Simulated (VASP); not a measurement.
# TaTeI (P-6m2) in VASP: reference runs

Aim: a first look at TaTeI with PBE, on the cell as given.

Everything below comes from runs of VASP 6.6.1. Logs are shortened: lines on timing, memory, paths and dates and some standing lists are left out, and cuts for length are marked.

## 1. The crystal as given

The structure is hexagonal, space group P-6m2 (No. 187). The conventional cell has a = 4.767 Å, b = 4.767 Å, c = 4.587 Å, α = 90.00°, β = 90.00°, γ = 120.00°. Ta (site symmetry -6m2) has 6 Te at 3.58 Å and 6 I at 3.58 Å as nearest neighbours. Te (site symmetry -6m2) has 3 I at 2.75 Å as nearest neighbours. Around I (site symmetry -6m2) lie 3 Te at 2.75 Å.

The cell was built by a generator and needn't be a form met in nature.

## 2. Single point, PBE

INCAR

```
PREC = Accurate
ENCUT = 520
EDIFF = 1E-7
ISMEAR = -1
SIGMA = 0.05
LREAL = F
LASPH = T
NELM = 80
ALGO = Normal
ISIF = 2
LWAVE = F
LCHARG = T
GGA = PE
LELF = T
LVHAR = T
NBANDS = 19
```

KPOINTS

```
regular mesh
0
Gamma
  7 7 6
```

POSCAR

```
TaTeI
1.0
    4.7670806500      0.0000000000      0.0000000000
   -2.3835403300      4.1284129500      0.0000000000
    0.0000000000      0.0000000000      4.5870248700
Ta Te I
1 1 1
Direct
    0.0000000000      0.0000000000      0.0000000000
    0.6666666700      0.3333333300      0.5000000000
    0.3333333300      0.6666666700      0.5000000000
```

Potentials or basis: VASP PAW PBE potentials, release 64 (Ta_pv, Te, I).

Run with:

```sh
> cat potpaw_PBE.64/Ta_pv/POTCAR potpaw_PBE.64/Te/POTCAR potpaw_PBE.64/I/POTCAR > POTCAR
> mpirun -np 1 vasp_std > vasp.out
```

OUTCAR:

```text
PREC = Accurate
   ENCUT = 520
   EDIFF = 1E-7
   ISMEAR = -1
   LREAL = F
   LASPH = T
   NELM = 80
   ISIF = 2
   GGA = PE

 ion  position               nearest neighbor table
   1  0.000  0.000  0.000-   2 3.58   3 3.58   2 3.58   3 3.58   2 3.58   2 3.58   3 3.58   3 3.58
                             2 3.58   2 3.58   3 3.58   3 3.58
   2  0.667  0.333  0.500-   3 2.75   3 2.75   3 2.75   1 3.58   1 3.58   1 3.58   1 3.58   1 3.58
                             1 3.58
   3  0.333  0.667  0.500-   2 2.75   2 2.75   2 2.75   1 3.58   1 3.58   1 3.58   1 3.58   1 3.58
                             1 3.58

  LATTYP: Found a hexagonal cell.
 ALAT       =     4.7670806500
 C/A-ratio  =     0.9622293405

  Lattice vectors:

 A1 = (   4.7670806500,   0.0000000000,   0.0000000000)
 A2 = (  -2.3835403300,   4.1284129500,   0.0000000000)
 A3 = (   0.0000000000,   0.0000000000,   4.5870248700)

Analysis of symmetry for initial positions (statically):
=====================================================================
 Subroutine PRICEL returns:
 Original cell was already a primitive cell.

 Routine SETGRP: Setting up the symmetry group for a
 hexagonal supercell.

 Subroutine GETGRP returns: Found 12 space group operations
 (whereof 12 operations were pure point group operations)
 out of a pool of 24 trial point group operations.

The static configuration has the point symmetry D_3h.

Analysis of symmetry for dynamics (positions and initial velocities):
=====================================================================
 Subroutine PRICEL returns:
 Original cell was already a primitive cell.

 Routine SETGRP: Setting up the symmetry group for a
 hexagonal supercell.

 Subroutine GETGRP returns: Found 12 space group operations
 (whereof 12 operations were pure point group operations)
 out of a pool of 24 trial point group operations.

The dynamic configuration has the point symmetry D_3h.

 Subroutine INISYM returns: Found 12 space group operations
 (whereof 12 operations are pure point group operations),
 and found     1 'primitive' translations

----------------------------------------------------------------------------------------

                                     Primitive cell

  volume of cell :      90.2748

  direct lattice vectors                    reciprocal lattice vectors
     4.767080650  0.000000000  0.000000000     0.209771991  0.121111916  0.000000000
    -2.383540330  4.128412950  0.000000000     0.000000000  0.242223831  0.000000000
     0.000000000  0.000000000  4.587024870     0.000000000  0.000000000  0.218006230

  length of vectors
     4.767080650  4.767080657  4.587024870     0.242223831  0.242223831  0.218006230

  position of ions in fractional coordinates (direct lattice)
     0.000000000  0.000000000  0.000000000
     0.666666670  0.333333330  0.500000000
     0.333333330  0.666666670  0.500000000

  ion indices of the primitive-cell ions
   primitive index   ion index
                 1           1
                 2           2
                 3           3

----------------------------------------------------------------------------------------

 KPOINTS: regular mesh

Automatic generation of k-mesh.
 Grid dimensions read from file:
 generate k-points for:    7    7    6

 Generating k-lattice:

  Cartesian coordinates                     Fractional coordinates (reciprocal lattice)
     0.029967427  0.017301702  0.000000000     0.142857143 -0.000000000  0.000000000
     0.000000000  0.034603404  0.000000000     0.000000000  0.142857143  0.000000000
     0.000000000  0.000000000  0.036334372     0.000000000  0.000000000  0.166666667

  Length of vectors
     0.034603404  0.034603404  0.036334372

  Shift w.r.t. Gamma in fractional coordinates (k-lattice)
     0.000000000  0.000000000  0.000000000

 Subroutine IBZKPT returns following result:
 ===========================================

 Found     32 irreducible k-points:

 Following reciprocal coordinates:
            Coordinates               Weight
  0.000000  0.000000  0.000000      1.000000
  0.142857 -0.000000  0.000000      6.000000
  0.285714 -0.000000  0.000000      6.000000
  0.428571  0.000000  0.000000      6.000000
  0.142857  0.142857  0.000000      6.000000
  0.285714  0.142857  0.000000     12.000000
[... 16 lines left out ...]
  0.428571  0.142857  0.333333     12.000000
  0.285714  0.285714  0.333333     12.000000
 [... further k-points ...]
   k-points           NKPTS =     32   k-points in BZ     NKDIM =     32   number of bands    NBANDS=     19
   number of dos      NEDOS =    301   number of ions     NIONS =      3
   total plane-waves  NPLWV =  46656
   dimension x,y,z NGX =    36 NGY =   36 NGZ =   36
   dimension x,y,z NGXF=    72 NGYF=   72 NGZF=   72
   ions per type =               1   1   1
   NGX,Y,Z   is equivalent  to a cutoff of  12.55, 12.55, 13.05 a.u.
   NGXF,Y,Z  is equivalent  to a cutoff of  25.11, 25.11, 26.09 a.u.
 SYSTEM =  unknown system
   PREC   = accura    normal or accurate (medium, high low for compatibility)
   ISTART =      0    job   : 0-new  1-cont  2-samecut
   ICHARG =      2    charge: 1-file 2-atom 10-const
   ISPIN  =      1    spin polarized calculation?
   LNONCOLLINEAR =      F non collinear calculations
   LSORBIT =      F    spin-orbit coupling
   LASPH  =      T    aspherical Exc in radial PAW
   ENCUT  =  520.0 eV  38.22 Ry    6.18 a.u.   8.86  8.86  8.53*2*pi/ulx,y,z
   NELM   =     80;   NELMIN=  2; NELMDL= -5     # of ELM steps
   EDIFF  = 0.1E-06   stopping-criterion for ELM
   LREAL  =      F    real-space projection
   EDIFFG = 0.1E-05   stopping-criterion for IOM
   NSW    =      0    number of steps for IOM
   IBRION =     -1    ionic relax: 0-MD 1-quasi-New 2-CG
   NFREE  =      0    steps in history (QN), initial steepest desc. (CG)
   ISIF   =      2    stress and relaxation
   ISYM   =      2    0-nonsym 1-usesym 2-fastsym
   POTIM  = 0.5000    time-step for ionic-motion
   TEBEG  =    0.0;   TEEND  =   0.0 temperature during run
   PSTRESS=    0.0 pullay stress
   NELECT =      24.0000    total number of electrons
   NUPDOWN=      -1.0000    fix difference up-down
   EMIN   =  10.00;   EMAX   =-10.00  energy-range for DOS
   EFERMI =   0.00;   METHOD = LEGACY
   ISMEAR =    -1;   SIGMA  =   0.05  broadening in eV -4-tet -1-fermi 0-gaus
   EFERMI_NEDOS =   21; number of points for ismear=-14 and -15
   IALGO  =     38    algorithm
   IMIX   =      4    mixing-type and parameters
     AMIX     =   0.40;   BMIX     =  1.00
     AMIX_MAG =   1.60;   BMIX_MAG =  1.00
  volume/ion in A,a.u.               =      30.09       203.07
  Fermi-wavevector in a.u.,A,eV,Ry     =   1.052664  1.989246 15.076629  1.108101
  Thomas-Fermi vector in A             =   2.187755
   LORBIT       =      0    0 simple, 1 ext, 2 COOP (PROOUT), +10 PAW based schemes
   GGA     = PE    functional components
[... 5 lines left out ...]
 non-spin polarized calculation
  energy-cutoff  :      520.00
  volume of cell :       90.27
 maximum number of plane-waves:      2465
 NGX is ok and might be reduce to    36
   NGX = 17   NGY = 17   NGZ = 17

 number of electron      24.0000003 magnetization

 Free energy of the ion-electron system (eV)
  ---------------------------------------------------
  ext. energy  EPLUGINS =         0.00000000
  ---------------------------------------------------
  free energy    TOTEN  =        -9.30850962 eV

  energy without entropy =       -9.25714078  energy(sigma->0) =       -9.28282520

 E-fermi :   6.3966     XC(G=0):  -9.8402

 val. band max:        6.3954678938   @ k =   0.4286   0.1429   0.1667
 cond. band min:       6.4041069233   @ k =   0.4286   0.0000   0.1667
 fundamental gap:      0.0086390295
 Fermi energy:         6.3965788922

 k-point     1 :       0.0000    0.0000    0.0000
  band No.  band energies     occupation
      1     -29.5047      2.00000
      2     -29.5047      2.00000
      3     -29.4666      2.00000
      4      -9.6534      2.00000
      5      -3.4124      2.00000
      6       0.1540      2.00000
[... 11 lines left out ...]
     18      12.4599      0.00000
     19      12.5595      0.00000

 k-point     2 :       0.1429   -0.0000    0.0000
  band No.  band energies     occupation
      1     -29.5052      2.00000
      2     -29.5048      2.00000
      3     -29.4665      2.00000
      4      -9.5281      2.00000
      5      -4.0322      2.00000
      6      -0.0109      2.00000
[... 11 lines left out ...]
     18      12.0975      0.00000
     19      12.7361      0.00000

 k-point     3 :       0.2857   -0.0000    0.0000
  band No.  band energies     occupation
      1     -29.5062      2.00000
      2     -29.5051      2.00000
      3     -29.4663      2.00000
      4      -9.1899      2.00000
      5      -5.1238      2.00000
      6      -0.3227      2.00000
[... 11 lines left out ...]
     18      10.5393      0.00000
     19      12.1149      0.00000

 k-point     4 :       0.4286    0.0000    0.0000
  band No.  band energies     occupation
      1     -29.5071      2.00000
      2     -29.5053      2.00000
      3     -29.4662      2.00000
      4      -8.8160      2.00000
      5      -5.9432      2.00000
      6      -0.5330      2.00000
[... 11 lines left out ...]
     18       8.6973      0.00000
     19      10.9554      0.00000

 k-point     5 :       0.1429    0.1429    0.0000
  band No.  band energies     occupation
      1     -29.5059      2.00000
      2     -29.5051      2.00000
      3     -29.4664      2.00000
      4      -9.2943      2.00000
      5      -4.8295      2.00000
      6      -0.4326      2.00000
[... 11 lines left out ...]
     18      11.1456      0.00000
     19      12.1587      0.00000

 k-point     6 :       0.2857    0.1429    0.0000
  band No.  band energies     occupation
      1     -29.5067      2.00000
      2     -29.5055      2.00000
      3     -29.4663      2.00000
      4      -8.9165      2.00000
      5      -5.7214      2.00000
      6      -0.9163      2.00000
[... 11 lines left out ...]
     18       9.3588      0.00000
     19      10.9151      0.00000

 k-point     7 :       0.4286    0.1429    0.0000
  band No.  band energies     occupation
      1     -29.5071      2.00000
      2     -29.5057      2.00000
      3     -29.4662      2.00000
      4      -8.6893      2.00000
      5      -6.1403      2.00000
      6      -1.1016      2.00000
[... 11 lines left out ...]
     18       9.4252      0.00000
     19      10.2214      0.00000

 k-point     8 :       0.2857    0.2857    0.0000
  band No.  band energies     occupation
      1     -29.5067      2.00000
      2     -29.5061      2.00000
      3     -29.4662      2.00000
      4      -8.6333      2.00000
      5      -6.2031      2.00000
      6      -1.4587      2.00000
[... 256 lines left out ...]
 k-point    20 :       0.4286    0.0000    0.3333
  band No.  band energies     occupation
      1     -29.5068      2.00000
      2     -29.5051      2.00000
      3     -29.4686      2.00000
      4      -8.7618      2.00000
      5      -5.8361      2.00000
      6      -0.5473      2.00000
[... 11 lines left out ...]
     18       9.4466      0.00000
     19      10.3361      0.00000

 k-point    21 :       0.1429    0.1429    0.3333
  band No.  band energies     occupation
      1     -29.5056      2.00000
      2     -29.5049      2.00000
      3     -29.4688      2.00000
      4      -9.2118      2.00000
      5      -4.7335      2.00000
      6      -0.3408      2.00000
[... 11 lines left out ...]
     18       9.8055      0.00000
     19      10.9761      0.00000

 k-point    22 :       0.2857    0.1429    0.3333
  band No.  band energies     occupation
      1     -29.5065      2.00000
      2     -29.5053      2.00000
      3     -29.4686      2.00000
      4      -8.8541      2.00000
      5      -5.6309      2.00000
      6      -0.7643      2.00000
[... 11 lines left out ...]
     18       9.9708      0.00000
     19      10.5371      0.00000

 k-point    23 :       0.4286    0.1429    0.3333
  band No.  band energies     occupation
      1     -29.5068      2.00000
      2     -29.5054      2.00000
      3     -29.4685      2.00000
      4      -8.6401      2.00000
      5      -6.0478      2.00000
      6      -0.9239      2.00000
[... 11 lines left out ...]
     18       9.6452      0.00000
     19       9.9923      0.00000

 k-point    24 :       0.2857    0.2857    0.3333
  band No.  band energies     occupation
      1     -29.5065      2.00000
      2     -29.5059      2.00000
      3     -29.4685      2.00000
      4      -8.5834      2.00000
      5      -6.1296      2.00000
      6      -1.1825      2.00000
[... 11 lines left out ...]
     18       9.7792      0.00000
     19      10.6906      0.00000

 [... further k-points ...]
[... 5 lines left out ...]
  --------------------------------------------------------------------------------------
  -------------------------------------------------------------------------------------
  Total        7.8172857      7.8172857     -8.2437421     -0.0000000     -0.0000000      0.0000000
  in kB      138.7394097    138.7394100   -146.3080607     -0.0000002     -0.0000000      0.0000000
  external PRESSURE =      43.7235863 kB  Pullay stress =       0.0000000 kB

 VOLUME and BASIS-vectors are now :
 -----------------------------------------------------------------------------
  energy-cutoff  :      520.00
  volume of cell :       90.27
      direct lattice vectors                 reciprocal lattice vectors
     4.767080650  0.000000000  0.000000000     0.209771991  0.121111916  0.000000000
    -2.383540330  4.128412950  0.000000000     0.000000000  0.242223831  0.000000000
     0.000000000  0.000000000  4.587024870     0.000000000  0.000000000  0.218006230

 POSITION                                       TOTAL-FORCE (eV/Angst)
 -----------------------------------------------------------------------------------
      0.00000      0.00000      0.00000        -0.000000      0.000000      0.000000
      2.38354      1.37614      2.29351        -0.000000     -0.000000      0.000000
     -0.00000      2.75228      2.29351         0.000000     -0.000000      0.000000
 -----------------------------------------------------------------------------------
    total drift:                                0.000005     -0.000003      0.000000

  FREE ENERGIE OF THE ION-ELECTRON SYSTEM (eV)
  ---------------------------------------------------
  free  energy   TOTEN  =        -9.3085096239 eV

  energy  without entropy=       -9.2571407792  energy(sigma->0) =       -9.28282520
```

It took 40 s on 1 thread of Intel Xeon Platinum 8375C at 2.90GHz (Ice Lake), shared host; peak memory 0.24 GiB.

What came out:

```yaml
Free_energy: -9.3085 eV
Pressure: 4.4 GPa
Band_gap_on_the_k_mesh: none (metal or under the smearing width)
```
